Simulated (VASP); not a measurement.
OSZICAR of a VASP run on CsSnI₃ (cubic perovskite):

File OSZICAR:
```
       N       E                     dE             d eps       ncg     rms          rms(c)
DAV:   1     0.245207022193E+03    0.24521E+03   -0.18904E+04   520   0.159E+03
DAV:   2    -0.882023686035E+02   -0.33341E+03   -0.32658E+03   616   0.320E+02
DAV:   3    -0.133041710468E+03   -0.44839E+02   -0.44597E+02   624   0.129E+02
DAV:   4    -0.134798204845E+03   -0.17565E+01   -0.17507E+01   626   0.297E+01
DAV:   5    -0.134849152607E+03   -0.50948E-01   -0.50919E-01   814   0.496E+00    0.488E+00
DAV:   6    -0.130742020096E+03    0.41071E+01   -0.12819E+00   638   0.119E+01    0.403E+00
DAV:   7    -0.125470992684E+03    0.52710E+01   -0.16698E+00   560   0.716E+00    0.135E+00
DAV:   8    -0.126500831538E+03   -0.10298E+01   -0.48952E-01   610   0.433E+00    0.408E-01
DAV:   9    -0.127016937142E+03   -0.51611E+00   -0.20973E-01   546   0.292E+00    0.497E-01
DAV:  10    -0.126998200126E+03    0.18737E-01   -0.26238E-01   520   0.481E+00    0.415E-01
DAV:  11    -0.126898420343E+03    0.99780E-01   -0.90381E-02   520   0.283E+00    0.165E-01
DAV:  12    -0.127057862790E+03   -0.15944E+00   -0.18654E-01   520   0.378E+00    0.262E-01
DAV:  13    -0.127049903680E+03    0.79591E-02   -0.12127E-02   556   0.942E-01    0.120E-01
DAV:  14    -0.127072732666E+03   -0.22829E-01   -0.94050E-03   534   0.885E-01    0.631E-02
DAV:  15    -0.127073576527E+03   -0.84386E-03   -0.36154E-03   594   0.524E-01    0.312E-02
DAV:  16    -0.127072456878E+03    0.11196E-02   -0.82653E-04   552   0.262E-01    0.498E-02
DAV:  17    -0.127074310039E+03   -0.18532E-02   -0.98822E-04   528   0.298E-01    0.283E-02
DAV:  18    -0.127074400935E+03   -0.90896E-04   -0.28718E-04   632   0.140E-01    0.168E-02
DAV:  19    -0.127074399699E+03    0.12363E-05   -0.10118E-05   602   0.186E-02    0.215E-02
DAV:  20    -0.127074380460E+03    0.19239E-04   -0.12385E-05   556   0.286E-02    0.232E-02
DAV:  21    -0.127074429048E+03   -0.48589E-04   -0.32896E-05   536   0.516E-02    0.375E-02
DAV:  22    -0.127074431781E+03   -0.27331E-05   -0.59297E-06   540   0.256E-02    0.371E-02
DAV:  23    -0.127074432208E+03   -0.42692E-06   -0.35858E-07   554   0.514E-03    0.346E-02
DAV:  24    -0.127074433516E+03   -0.13076E-05   -0.58990E-07   552   0.918E-03    0.271E-02
DAV:  25    -0.127074433390E+03    0.12626E-06   -0.43425E-07   538   0.559E-03    0.207E-02
DAV:  26    -0.127074433534E+03   -0.14451E-06   -0.13882E-07   372   0.385E-03    0.174E-02
DAV:  27    -0.127074434448E+03   -0.91403E-06   -0.67196E-07   582   0.595E-03    0.797E-03
DAV:  28    -0.127074435245E+03   -0.79701E-06   -0.36381E-07   450   0.519E-03    0.164E-03
DAV:  29    -0.127074435338E+03   -0.92979E-07   -0.70241E-08   352   0.247E-03
   1 F= -.12707444E+03 E0= -.12707444E+03  d E =0.000000E+00
       N       E                     dE             ncg
       N       E                     dE             ncg
       N       E                     dE             ncg
       N       E                     dE             ncg
       N       E                     dE             ncg
       N       E                     dE             ncg
```

### Question
Which electronic solver shows in the log?

### Answer
It is blocked Davidson (ALGO = Normal, or the opening steps of other solvers). The INCAR had ALGO = Normal.

### Question
Can the final energy be trusted as converged?

### Answer
The run converged. It stopped with EDIFF = 1E-7, NELM = 100 (r2SCAN+rVV10, plane waves, VASP's PBE PAW potentials (set 64)).

The compound is CsSnI3 in the cubic perovskite structure, the ideal cubic form; the compound distorts at low or room temperature. It was relaxed first.
